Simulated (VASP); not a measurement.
# Lattice vibrations of HfO2, part 2 of 5

Aim: the phonon dispersion and thermal properties of HfO2. The start is a cell from a database of measured crystal structures.

VASP 6.6.1; LDA; plane waves and PAW (Hf, O).

So far. Step 2 (Relax the host): The run ended after 4 ionic steps, 0.184 eV below its first step, once forces and stress met EDIFFG = -0.02. Step 3 (Relax the host again, on a new basis): The start already met the threshold, so nothing moved. The relaxed cell has a = 4.978 Å (conventional setting).

## (4) Tight relaxation

Force constants are second derivatives, so residual forces and stress must first be far smaller than in an ordinary relaxation. Mesh and cutoff differ from the relaxation before, which can move the cell too.

INCAR reads:

```
SYSTEM = HfO2
PREC = Accurate
ENCUT = 480
EDIFF = 1E-08
NELM = 120
ISMEAR = 0
SIGMA = 0.05
LREAL = .FALSE.
ALGO = Fast
GGA = CA
NBANDS = 14
LASPH = .TRUE.
LORBIT = 11
LWAVE = .FALSE.
LCHARG = .FALSE.
KPAR = 4
IBRION = 1
NSW = 30
ISIF = 3
EDIFFG = -0.002
POTIM = 0.4
```

POSCAR reads:

```
HfO2
1.0
    0.0000000000      2.4888173355      2.4888173355
    2.4888173355      0.0000000000      2.4888173355
    2.4888173355      2.4888173355      0.0000000000
Hf O
1 2
Direct
    0.0000000000      0.0000000000      0.0000000000
    0.7500000000      0.7500000000      0.7500000000
    0.2500000000      0.2500000000      0.2500000000
```

KPOINTS reads:

```
Automatic mesh
0
Gamma
9 9 9
0 0 0
```

The projector-augmented-wave data sets are Hf and O (LDA family, release 64).

Command:

```
$ mpirun -np 4 vasp_std
```

The log of the run:

```text
[... set-up lines as in an earlier step ...]
 entering main loop
       N       E                     dE             d eps       ncg     rms          rms(c)
DAV:   1     0.530075456189E+02    0.53008E+02   -0.76960E+03   988   0.989E+02
DAV:   2    -0.357075209226E+02   -0.88715E+02   -0.82294E+02  1442   0.217E+02
DAV:   3    -0.388315380551E+02   -0.31240E+01   -0.31106E+01  1256   0.422E+01
DAV:   4    -0.388471844691E+02   -0.15646E-01   -0.15644E-01  1082   0.342E+00
DAV:   5    -0.388473557135E+02   -0.17124E-03   -0.17124E-03  1214   0.310E-01    0.270E+01
RMM:   6    -0.334707593307E+02    0.53766E+01   -0.13792E+01   980   0.249E+01    0.128E+01
RMM:   7    -0.332985019651E+02    0.17226E+00   -0.56035E-01   980   0.502E+00    0.700E+00
RMM:   8    -0.331992983762E+02    0.99204E-01   -0.21245E-01   980   0.418E+00    0.761E-01
RMM:   9    -0.331953576623E+02    0.39407E-02   -0.14843E-02   980   0.864E-01    0.321E-01
RMM:  10    -0.331950695211E+02    0.28814E-03   -0.56723E-03   981   0.467E-01    0.110E-01
RMM:  11    -0.331949788032E+02    0.90718E-04   -0.91557E-04   988   0.168E-01    0.447E-02
RMM:  12    -0.331949984723E+02   -0.19669E-04   -0.21160E-04  1021   0.613E-02    0.245E-02
RMM:  13    -0.331949985927E+02   -0.12038E-06   -0.23459E-05  1003   0.232E-02    0.253E-02
RMM:  14    -0.331949983422E+02    0.25049E-06   -0.64352E-06   983   0.158E-02    0.101E-02
RMM:  15    -0.331949984599E+02   -0.11770E-06   -0.10988E-06  1021   0.526E-03    0.857E-03
RMM:  16    -0.331949983891E+02    0.70801E-07   -0.39494E-07   977   0.405E-03    0.327E-04
RMM:  17    -0.331949983959E+02   -0.68057E-08   -0.62559E-08   806   0.124E-03
   1 F= -.33194998E+02 E0= -.33194998E+02  d E =-.331950E+02
 BRION: g(F)=  0.379E-50 g(S)=  0.580E-04
 bond charge predicted
       N       E                     dE             d eps       ncg     rms          rms(c)
DAV:   1    -0.331952148193E+02   -0.21643E-03   -0.38450E-03  1196   0.593E-01    0.147E-01
RMM:   2    -0.331949970591E+02    0.21776E-03   -0.81440E-04   980   0.206E-01    0.653E-02
RMM:   3    -0.331949903496E+02    0.67096E-05   -0.29681E-05   980   0.449E-02    0.369E-02
RMM:   4    -0.331949882930E+02    0.20566E-05   -0.47058E-06   980   0.179E-02    0.417E-03
RMM:   5    -0.331949879769E+02    0.31614E-06   -0.13628E-06   980   0.804E-03    0.806E-04
RMM:   6    -0.331949879999E+02   -0.23002E-07   -0.17183E-07   956   0.297E-03    0.683E-04
RMM:   7    -0.331949879963E+02    0.35889E-08   -0.31027E-08   768   0.136E-03
   2 F= -.33194988E+02 E0= -.33194988E+02  d E =0.103997E-04
 BRION: g(F)=  0.830E-49 g(S)=  0.105E-03 retain N=  1 mean eig= 0.43
 eig:   0.426
 bond charge predicted
       N       E                     dE             d eps       ncg     rms          rms(c)
DAV:   1    -0.331950848292E+02   -0.96829E-04   -0.12668E-03  1178   0.340E-01    0.842E-02
RMM:   2    -0.331950134870E+02    0.71342E-04   -0.26942E-04   980   0.118E-01    0.375E-02
RMM:   3    -0.331950112857E+02    0.22013E-05   -0.98459E-06   980   0.258E-02    0.212E-02
RMM:   4    -0.331950106045E+02    0.68113E-06   -0.15545E-06   980   0.103E-02    0.239E-03
RMM:   5    -0.331950104995E+02    0.10505E-06   -0.45021E-07   980   0.463E-03    0.456E-04
RMM:   6    -0.331950105073E+02   -0.78057E-08   -0.55074E-08   877   0.169E-03
   3 F= -.33195011E+02 E0= -.33195011E+02  d E =-.225110E-04
 BRION: g(F)=  0.209E-49 g(S)=  0.330E-07 retain N=  1 mean eig= 0.42
 eig:   0.419
 reached required accuracy - stopping structural energy minimisation
```

Run time: 15 s. Hardware: 4 MPI ranks of Intel Xeon Platinum 8559C (Emerald Rapids), shared host; peak memory 0.56 GiB; 55 s of CPU time.

OUTCAR, selected parts (step 4):

```text
The static configuration has the point symmetry O_h .

 Found     35 irreducible k-points:

   k-points           NKPTS =     35   k-points in BZ     NKDIM =     35   number of bands    NBANDS=     14

   ENCUT  =  480.0 eV  35.28 Ry    5.94 a.u.   6.29  6.29  6.29*2*pi/ulx,y,z

   NELECT =      16.0000    total number of electrons

 E-fermi :   5.0661

 k-point     1 :       0.0000    0.0000    0.0000
  band No.  band energies     occupation
    ...
      4      -0.9020      2.00000
      5      -0.9020      2.00000
      6       4.2152      2.00000
      7       4.2152      2.00000
      8       4.2152      2.00000
      9       8.6340      0.00000
     10       8.6340      0.00000
     11      11.0033      0.00000
     12      15.8957      0.00000
     13      15.8957      0.00000
    ...

 k-point     2 :       0.1111    0.0000    0.0000
  band No.  band energies     occupation
    ...
      4      -0.7730      2.00000
      5      -0.5244      2.00000
      6       3.8416      2.00000
      7       3.9533      2.00000
      8       3.9533      2.00000
      9       8.9125      0.00000
     10       8.9125      0.00000
     11      11.4917      0.00000
     12      15.2243      0.00000
     13      15.6427      0.00000
    ...

  Total       -0.0009250     -0.0009250     -0.0009250     -0.0000000     -0.0000000      0.0000000
  in kB       -0.0480953     -0.0480953     -0.0480953     -0.0000000     -0.0000000      0.0000000
  external PRESSURE =      -0.0480953 kB  Pullay stress =       0.0000000 kB

  energy-cutoff  :      480.00
  volume of cell :       30.81
      direct lattice vectors                 reciprocal lattice vectors
    -0.000000000  2.488288652  2.488288652    -0.200941317  0.200941317  0.200941317
     2.488288652 -0.000000000  2.488288652     0.200941317 -0.200941317  0.200941317
     2.488288652  2.488288652  0.000000000     0.200941317  0.200941317 -0.200941317

 POSITION                                       TOTAL-FORCE (eV/Angst)
 -----------------------------------------------------------------------------------
      0.00000     -0.00000     -0.00000         0.000000      0.000000     -0.000000
      3.73243      3.73243      3.73243        -0.000000     -0.000000     -0.000000
      1.24414      1.24414      1.24414         0.000000      0.000000      0.000000
 -----------------------------------------------------------------------------------
    total drift:                                0.000000      0.000000      0.000000

  FREE ENERGIE OF THE ION-ELECTRON SYSTEM (eV)
  ---------------------------------------------------
  free  energy   TOTEN  =       -33.1950105073 eV

  energy  without entropy=      -33.1950105073  energy(sigma->0) =      -33.19501051

 total charge
# of ion       s       p       d       tot
------------------------------------------
    1        0.488   0.826   2.151   3.465
    2        1.557   3.556   0.000   5.113
    3        1.557   3.556   0.000   5.113
--------------------------------------------------
tot          3.601   7.939   2.151  13.691

[... 5 parts as in an earlier step ...]

[... 6 further parts left out ...]
```

Little changed from the start: no atom moved by 0.005 Å and no cell edge by 0.1 %.

This step gave:

* electronic cycles: 30
* free energy (TOTEN): -33.20 eV
* Fermi energy: 5.066 eV
* pressure: -0.004810 GPa
* gap on the k-mesh: 3.829 eV
* least direct gap on the k-mesh: 3.969 eV

The run ended after 3 ionic steps, 0.000 eV below its first step, once forces and stress met EDIFFG = -0.002.

[end of part 2 of 5]

[Lines on the potential files, build, host, timing and source positions are cut from VASP's logs without a mark.]

[Logs are printed without paths, hosts, clocks, repeated set-up lines and the standing remarks that a program may print on its own settings, such as how far it seeks lower states.]

[Hosts, paths, dates, database ids (printed as entryN), source tags and the programs' standing remarks are cut or masked in the printed files.]

[Runs that stopped without an error message from VASP are left out.]
